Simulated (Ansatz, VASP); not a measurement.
# ZrC: VASP beside Ansatz, part 2 of 2

Wanted: the spread between two codes on one cell, functional and k mesh. The cell is taken from a series of runs on this material, whose earlier steps may have relaxed, scaled, displaced or heated it; both programs get it as it stands.

VASP 6.6.1 and Ansatz 0.2.0.

So far: The structure; VASP: elastic constants, PBEsol.

### 3. Ansatz: elastic constants, PBEsol

Level of this step: Ansatz beside VASP: Kohn-Sham DFT, plane waves, PBEsol (Ansatz).

Ansatz runs on its default PAW (the set named soft_2) files.

The same cell, functional, mesh and smearing now go to Ansatz, which takes its cutoff from its data sets.

input.yaml reads:

```yaml
crystal:
  lattice:
    - [0.0, 2.3314128209, 2.3314128209]
    - [2.3314128209, 0.0, 2.3314128209]
    - [2.3314128209, 2.3314128209, 0.0]
  atoms:
    - { symbol: Zr, position: [0.5, 0.5, 0.5] }
    - { symbol: C, position: [0.0, 0.0, 0.0] }
kpoints:
  mp_grid: { grid: [4, 4, 4] }
hamiltonian:
  xc: pbesol
scf:
  occupations: { method: methfessel_paxton, width: 0.25 }
output:
  forces: true
  stress: true
  eigenvalues: true
elastic:
  mode: relaxed_ion
  stencil: two_point
  amplitude: 0.01
```

On the command line:

```sh
$ ansatz run input.yaml --threads 4 --pin off --max-ram 16384MiB --backend cpu --events-out ev --progress --plain --runs-dir out
```

Numbers of over 12 decimals in the logs are rounded to 6 here.

What it wrote:

```text
Engine: ansatz 0.2.0, aarch64-unknown-linux-gnu
Pseudopotentials: kind: paw
Pseudopotential: Zr, paw, valence charge 12, recommended cutoff 420 eV (normal), Zr.paw.azcp
Pseudopotential: C, paw, valence charge 4, recommended cutoff 420 eV (normal), C.paw.azcp
Functional definition: PBEsol
  exchange = pbesol_x
  correlation = pbesol_c
Crystal: 2 atoms, lattice volume = 25.345 Å³
Basis set: ecut = 420 eV, 531 PW (Γ), exchange–correlation on 48×48×48 points (8 copies of the dense FFT grid, shifted against one another)
Bands: 12, of which v1, the nominal top of the filled ones, is band 8 counted from 1 (7 counted from 0)
Symmetry: 48 space group operations
Space group: Fm-3m (ITA 225), of the structure as read, at distance tolerance 2.9e-5 Å
k-points: 8 of 64
Non-local potential: Zr, projectors of the file, l = 0: 3, l = 1: 2, l = 2: 2, l = 3: 2
Non-local potential: C, projectors of the file, l = 0: 2, l = 1: 2, l = 2: 1
PAW form: soft (Blöchl's): semilocal exchange-correlation on the pseudo side does not see the compensation charge
PAW frozen core: Zr, regenerated for the run's functional, and the local potential with it (the file was generated under x = pbe(κ = 0.804, μ = 0.219515), c = pbe(β = 0.066725))
PAW frozen core: C, regenerated for the run's functional, and the local potential with it (the file was generated under x = pbe(κ = 0.804, μ = 0.219515), c = pbe(β = 0.066725))
PAW one-centre angular grid: Zr, 590 points (default); XC on 64 Gauss nodes
PAW one-centre angular grid: C, 110 points (default); XC on 64 Gauss nodes
Initial density: superposition of atomic densities (neutral atoms: chi_scale 0, normalization atom), corrected by the library's trained network
Initial wavefunctions: pseudopotential atomic-orbital guess
Functional: x = pbesol(κ = 0.804, μ = 0.123457), c = pbesol(β = 0.046)
SCF iter   1: F=—  HF=-4377.148195 eV  |F-HF|=—  |Δ(HF+E_count)|=         —  Δρ=1.30e-2  dr2=5.89e-2  ethr=1.77e-3  ⟨swp⟩=5.0  Hψ=476  notcnv=0
preconditioner: auto → none  [insulator: Δε(μ)=0.498 eV  Ē_g=18.073 eV  σ=0.250 eV  W_gap=1.05  n_scr=8 (ndim 8)  ℏωp=27.6 eV  f_vac=0.000  D(μ)=0.28/eV (n_scr^D=0)  ε∞_Penn≈3.3]
SCF iter   2: F=—  HF=-4377.134534 eV  |F-HF|=—  |Δ(HF+E_count)|=   1.37e-2  S|Δr|=    0.00e0  Δρ=3.88e-3  dr2=5.60e-3  ethr=3.68e-4  ⟨swp⟩=1.0  Hψ=160  notcnv=0
SCF iter   3: F=—  HF=-4377.133224 eV  |F-HF|=—  |Δ(HF+E_count)|=   1.31e-3  S|Δr|=    0.00e0  Δρ=6.42e-4  dr2=7.67e-5  ethr=3.50e-5  ⟨swp⟩=2.0  Hψ=114  notcnv=0
SCF iter   4: F=—  HF=-4377.133212 eV  |F-HF|=—  |Δ(HF+E_count)|=   1.22e-5  S|Δr|=    0.00e0  Δρ=1.06e-4  dr2=1.68e-6  ethr=4.79e-7  ⟨swp⟩=2.2  Hψ=122  notcnv=0
SCF iter   5: F=—  HF=-4377.133213 eV  |F-HF|=—  |Δ(HF+E_count)|=   1.43e-6  S|Δr|=    0.00e0  Δρ=1.11e-5  dr2=9.22e-9  ethr=1.05e-8  ⟨swp⟩=2.4  Hψ=141  notcnv=0
SCF iter   6: F=—  HF=-4377.133213 eV  |F-HF|=—  |Δ(HF+E_count)|=   7.34e-9  S|Δr|=    0.00e0  Δρ=8.62e-7  dr2=1.27e-10  ethr=5.76e-11  ⟨swp⟩=2.4  Hψ=153  notcnv=0
SCF iter   7: F=—  HF=-4377.133213 eV  |F-HF|=—  |Δ(HF+E_count)|=  3.09e-11  S|Δr|=    0.00e0  Δρ=1.36e-7  dr2=1.41e-12  ethr=7.92e-13 (applied; sched 1.00e-12)  ⟨swp⟩=2.0  Hψ=114  notcnv=0
SCF iter   8: F=-4377.133213 eV  HF=-4377.133213 eV  |F-HF|=9.09e-13  |Δ(HF+E_count)|=    0.00e0  S|Δr|=    0.00e0  Δρ=3.43e-9  dr2=1.89e-15  ethr=1.00e-12  ⟨swp⟩=4.5  Hψ=327  notcnv=0
SCF 1 converged in 8 iterations: F = -4377.133213 eV  dr2 = 1.89e-15
  greatest PAW one-centre occupation: 0.996 electrons in one spin orbital (limit 2), on the Zr atom at site 0 (counted from 0), in its partial waves of l = 0
Crystal: 2 atoms, lattice volume = 25.091 Å³
Symmetry: 16 space group operations
k-points: 13 of 64
Initial density: handed on by an earlier stage of this run
Initial wavefunctions: those handed on with the density
iter 1 solved again at ethr=8.08e-6 eV; its pass at ethr=3.10e-3 eV (dr2=1.29e-3 eV) is discarded
SCF iter   1: F=—  HF=-4377.129410 eV  |F-HF|=—  |Δ(HF+E_count)|=         —  Δρ=2.24e-3  dr2=1.39e-3  ethr=8.08e-6  ⟨swp⟩=1.3  Hψ=1059  notcnv=0
preconditioner: auto → none  [insulator: Δε(μ)=0.392 eV  Ē_g=18.136 eV  σ=0.250 eV  W_gap=0.97  n_scr=8 (ndim 8)  ℏωp=27.7 eV  f_vac=0.000  D(μ)=0.36/eV (n_scr^D=0)  ε∞_Penn≈3.3]
[...]
SCF 2 converged in 8 iterations: F = -4377.128960 eV  dr2 = 1.87e-14
Crystal: 2 atoms, lattice volume = 25.598 Å³
[...]
preconditioner: auto → none  [insulator: Δε(μ)=0.341 eV  Ē_g=18.042 eV  σ=0.250 eV  W_gap=0.91  n_scr=8 (ndim 8)  ℏωp=27.5 eV  f_vac=0.000  D(μ)=0.42/eV (n_scr^D=0)  ε∞_Penn≈3.3]
[...]
SCF 3 converged in 7 iterations: F = -4377.129468 eV  dr2 = 1.07e-15
Crystal: 2 atoms, lattice volume = 25.344 Å³
Symmetry: 8 space group operations
k-points: 18 of 64
[...]
preconditioner: auto → none  [insulator: Δε(μ)=0.367 eV  Ē_g=18.090 eV  σ=0.250 eV  W_gap=0.94  n_scr=8 (ndim 8)  ℏωp=27.6 eV  f_vac=0.000  D(μ)=0.38/eV (n_scr^D=0)  ε∞_Penn≈3.3]
[...]
SCF iter   4: F=—  HF=-4377.131716 eV  |F-HF|=—  |Δ(HF+E_count)|=   2.61e-6  S|Δr|=    0.00e0  Δρ=1.00e-6  dr2=6.74e-11  ethr=6.96e-10  ⟨swp⟩=1.1  Hψ=217  notcnv=0
SCF iter   5: F=—  HF=-4377.131716 eV  |F-HF|=—  |Δ(HF+E_count)|=  5.18e-11  S|Δr|=    0.00e0  Δρ=1.61e-7  dr2=2.06e-12  ethr=4.21e-13 (applied; sched 1.00e-12)  ⟨swp⟩=2.1  Hψ=351  notcnv=0
SCF iter   6: F=-4377.131716 eV  HF=-4377.131716 eV  |F-HF|=2.73e-12  |Δ(HF+E_count)|=  9.09e-13  S|Δr|=    0.00e0  Δρ=1.92e-8  dr2=6.51e-14  ethr=1.00e-12  ⟨swp⟩=4.8  Hψ=758  notcnv=0
SCF 4 converged in 6 iterations: F = -4377.131716 eV  dr2 = 6.51e-14
iter 1 solved again at ethr=2.45e-9 eV; its pass at ethr=3.10e-3 eV (dr2=3.92e-7 eV) is discarded
SCF iter   1: F=—  HF=-4377.131716 eV  |F-HF|=—  |Δ(HF+E_count)|=         —  Δρ=5.56e-5  dr2=5.02e-7  ethr=2.45e-9  ⟨swp⟩=2.6  Hψ=1419  notcnv=0
preconditioner: auto → none  [insulator: Δε(μ)=0.371 eV  Ē_g=18.090 eV  σ=0.250 eV  W_gap=0.95  n_scr=8 (ndim 8)  ℏωp=27.6 eV  f_vac=0.000  D(μ)=0.38/eV (n_scr^D=0)  ε∞_Penn≈3.3]
SCF iter   2: F=—  HF=-4377.131715 eV  |F-HF|=—  |Δ(HF+E_count)|=   6.08e-7  S|Δr|=    0.00e0  Δρ=2.51e-5  dr2=7.19e-8  ethr=2.45e-9  ⟨swp⟩=2.1  Hψ=248  notcnv=0
SCF iter   3: F=—  HF=-4377.131716 eV  |F-HF|=—  |Δ(HF+E_count)|=   1.10e-8  S|Δr|=    0.00e0  Δρ=3.45e-6  dr2=1.10e-9  ethr=4.49e-10  ⟨swp⟩=2.1  Hψ=249  notcnv=0
SCF iter   4: F=—  HF=-4377.131716 eV  |F-HF|=—  |Δ(HF+E_count)|=  3.64e-10  S|Δr|=    0.00e0  Δρ=2.83e-7  dr2=1.21e-11  ethr=6.87e-12  ⟨swp⟩=2.2  Hψ=321  notcnv=0
SCF iter   5: F=—  HF=-4377.131716 eV  |F-HF|=—  |Δ(HF+E_count)|=    0.00e0  S|Δr|=    0.00e0  Δρ=7.50e-8  dr2=5.78e-13  ethr=7.59e-14 (applied; sched 1.00e-12)  ⟨swp⟩=2.1  Hψ=335  notcnv=0
SCF iter   6: F=-4377.131716 eV  HF=-4377.131716 eV  |F-HF|=0.00e0  |Δ(HF+E_count)|=    0.00e0  S|Δr|=    0.00e0  Δρ=7.28e-9  dr2=8.17e-15  ethr=1.00e-12  ⟨swp⟩=4.0  Hψ=715  notcnv=0
SCF 5 converged in 6 iterations: F = -4377.131716 eV  dr2 = 8.17e-15
SCF converged after 8 iterations
Stability not checked: this state was not tested for a lower state beside it, because cold or Methfessel-Paxton smearing, or corrected tetrahedra, fill the levels in a way that the test cannot read (fill_not_monotonic; see scf.lower_state_search)
Free energy (F): -4377.133213 eV
Harris-Foulkes:  -4377.133213 eV  (|F-HF|=9.09e-13)
Internal energy: -4377.139562 eV  (E = F + TS)
E sigma→0 (E₀):  -4377.134800 eV
Entropy (-TS):   0.006349 eV (3.175 meV/atom)
Fermi energy:    14.953856 eV
Step filling:    the computed levels leave a gap of 0.4583 eV = 1.8 smearing widths at the electron count; against every level under it full and every level over it empty, smearing changes F+E_penalty+E_count by +4.114 meV and its σ→0 estimate by +2.527 meV
--- Per-component energies (eV) ---
  E_band       = -42.949818
  E_kinetic    = 423.277549
  E_local      = -583.099849  (includes V_loc(G=0)·N_el)
  E_nonlocal   = 106.353279
  E_hartree    = 174.849350
  E_xc         = -210.154263
  E_vxc        = -252.308856  (∫ρ·V_xc dr)
  E_paw        = -2994.308098  (= ΣΔE_a)
  E_vpaw       = -86.870674  (= ΣTr[D̂ρ^β])
  E_aug_tail   = 0.000034  (compensation charges beyond the density's cutoff)
  E_ewald      = -1294.244384
  E_core_change = 0.186821  (= ΣΔE_core)
  E_smearing   = 0.006349  (= −TS)
  E_closure    = 0.000000  (closes the sum)
  Σ components = -4377.133213   (vs F -4377.133213, Δ=0.00e0)
--- Forces (eV/Å), atoms counted from 1 ---
  atom   1  Zr     0.00000000    -0.00000000     0.00000000
  atom   2  C     -0.00000000     0.00000000     0.00000000
  max |Σ_I F_I| component: 1.37e-29 eV/Å
--- Stress (GPa, compression-positive) ---
       -0.018085       0.000000      -0.000000
        0.000000      -0.018085       0.000000
       -0.000000       0.000000      -0.018085
  P = ⅓ Tr σ = -0.0181 GPa (-0.181 kbar)
--- Band table (eV; the first three rows and the last of 8) ---
  k-point 0: bands = [... 4 lower, 3.7404, 16.0453, 16.0453, 16.0453, 16.2324, 16.2324, 16.2324, 18.0396]
  k-point 1: bands = [... 4 lower, 5.0619, 12.3274, 13.3002, 13.3002, 17.7602, 17.7602, 17.9629, 22.1021]
  k-point 2: bands = [... 4 lower, 6.9764, 9.7019, 12.0996, 12.0996, 19.7975, 19.7975, 20.6290, 21.7291]
  k-point 7: bands = [... 4 lower, 5.6406, 12.4112, 12.7644, 12.7644, 18.4836, 18.4836, 21.0388, 22.4206]
--- Elastic constants: 2 strain directions × 2 members + reference (group order 48) ---
  dense FFT box of the reference and of every strained cell: 24×24×24
  strains applied: 11, 23; error gains: componentwise 1.00 (the most a stress slope's error grows in a printed constant), spectral 1.73 (1 for all six strains in a standard setting)
  C = ∂σ_k/∂η_j (tension-positive GPa; Voigt order 11 22 33 23 13 12):
       490.080    113.263    113.263     -0.000     -0.000      0.000
       113.263    490.080    113.263      0.000     -0.000     -0.000
       113.263    113.263    490.080     -0.000      0.000      0.000
         0.000     -0.000     -0.000    168.498      0.000     -0.000
         0.000     -0.000     -0.000     -0.000    168.498      0.000
         0.000     -0.000     -0.000     -0.000      0.000    168.498
  reference stress σ⁰ (GPa):      0.018      0.018      0.018     -0.000      0.000     -0.000
  C* (energy form; C + prestress term) asymmetry max|C*_kj − C*_jk| = 7.105e-14 GPa — a small one proves nothing (zero by symmetry where the batch's group is 432, −43m or m−3m); a large one is finite-difference/SCF noise where every solve meets its electron count
  moduli (Voigt/Reuss/Hill, GPa): K = 238.87/238.87/238.87   G = 176.46/175.93/176.20   E = 424.28   ν = 0.204
  mechanically stable: yes (min eigenvalue of sym C = 168.50 GPa)
  strain η (Voigt 11):  stress-route row diagonal C_11 = 490.08 GPa, energy-path curvature d²(F+E_count+ΔE)/dδ²/Ω₀ = 486.19 GPa
         δ    σ_11 (GPa)             F (eV)   n_scf  n_hpsi   n_pw
    -1.000e-2      -5.2408       -4377.1289604       8    3169    531   relax 0 steps, max|allowed force component| 3.19e-29 eV/Å
     1.000e-2       4.5608       -4377.1294678       7    2601    531   relax 0 steps, max|allowed force component| 4.98e-30 eV/Å
  strain η (Voigt 23):  stress-route row diagonal C_44 = 168.50 GPa, energy-path curvature d²(F+E_count+ΔE)/dδ²/Ω₀ = 167.59 GPa
         δ    σ_23 (GPa)             F (eV)   n_scf  n_hpsi   n_pw
    -1.000e-2      -1.6850       -4377.1317155       6    3699    531   relax 0 steps, max|allowed force component| 7.03e-29 eV/Å
     1.000e-2       1.6850       -4377.1317155       6    3541    531   relax 0 steps, max|allowed force component| 2.77e-29 eV/Å
```

### 4. Side by side

Known differences besides the potentials themselves: the cutoff is 420 eV in Ansatz and 600 eV in VASP; Ansatz makes its cores anew for this functional, VASP keeps those of its PBE data sets; VASP takes each elastic constant from one size of strain, Ansatz from those that its log lists. Total energies have different zeros and are not compared.

The two programs side by side:

```
 quantity  Ansatz   VASP  difference
C11 (GPa)   490.1  493.9     -0.77 %
C22 (GPa)   490.1  493.9     -0.77 %
C33 (GPa)   490.1  493.9     -0.77 %
C12 (GPa)   113.3  111.6     +1.49 %
C13 (GPa)   113.3  111.6     +1.49 %
C23 (GPa)   113.3  111.6     +1.49 %
C44 (GPa)   168.5  167.7     +0.46 %
C55 (GPa)   168.5  167.7     +0.46 %
C66 (GPa)   168.5  167.7     +0.46 %
```

### 5. Results

```json
{
  "difference in C12 (elastic constants, PBEsol)": "1.5 %"
}
```

The difference in C12 is 1.5 % (elastic constants, PBEsol), within the 5 % picked in this series as the mark of a large difference. Such differences can come from data sets, numerical settings and the points named under the comparisons, not from the functional's error against experiment.

[Lines on the potential files, build, host, timing and source positions are cut from VASP's logs without a mark.]

[Logs are printed without paths, hosts, clocks, repeated set-up lines and the standing remarks that a program may print on its own settings, such as how far it seeks lower states.]

[Hosts, paths, dates, database ids (printed as entryN), source tags and the programs' standing remarks are cut or masked in the printed files.]
